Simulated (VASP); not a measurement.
Data:

```
CELL_PARAMETERS angstrom
     -1.97826     1.97826     1.97826
      1.97826    -1.97826     1.97826
      1.97826     1.97826    -1.97826
ATOMIC_POSITIONS crystal
  Pb 0.00000 0.00000 0.00000
```

All values below come from r2SCAN meta-GGA, VASP's PBE PAW potentials (set 64) (plane waves; VASP 6.6.1). Numerical set-up: 400 eV cut-off, 15×15×15 Γ-centred mesh, tetrahedra with Blöchl corrections, potentials Pb_d.

Task: Give the energies of bands 6 to 10 at the high-symmetry points, in eV from the Fermi level.

Result: 
```
band       Γ      H      N      P
----  ------  -----  -----  -----
6     -12.17  -5.43  -8.24  -7.53
7       7.72  -0.46  -4.14  -1.05
8       7.72  -0.46   3.45  -1.05
9       7.72  -0.46   5.37  -1.05
10     11.82   4.97   8.01  17.59
```

It has no gap at this level: it comes out as a metal or semimetal.

The structure was generated: Pb was put into the bcc type (Im-3m), which need not be its known phase. It was relaxed first.
